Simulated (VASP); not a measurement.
Consider the following.

```
CELL_PARAMETERS angstrom
      0.00000     1.85349     1.85349
      1.85349     0.00000     1.85349
      1.85349     1.85349     0.00000
ATOMIC_POSITIONS crystal
  Al 0.00000 0.00000 0.00000
```

Computed with LDA (Ceperley-Alder, Perdew-Zunger), VASP's LDA PAW potentials (set 64) (plane waves; VASP). Run with 500 eV cut-off, 17×17×17 Γ-centred mesh, first-order Methfessel-Paxton smearing of 0.10 eV, potentials Al.

Energy and stress use the plane-wave basis of the starting cell.

Problem. The ions, cell shape and volume at an external pressure of 45.0 GPa are relaxed. Give the cell that the relaxation ends in.

Solution. 
```
CELL_PARAMETERS angstrom
      0.00000     1.81300     1.81300
      1.81300     0.00000     1.81300
      1.81300     1.81300     0.00000
ATOMIC_POSITIONS crystal
  Al 0.00000 0.00000 0.00000
```
Space group Fm-3m (225), at a tolerance of 0.03 Å.

Problem. How do energy and volume change from the first to the last step?

Solution. The energy (σ→0) changes by +188.6 meV/atom and the volume by -6.4 %, in 4 ionic steps.

The compound is Al in the fcc structure. This run relaxes it under an external pressure of 45 GPa. Symmetry was kept, so distortions that lower it aren't found.
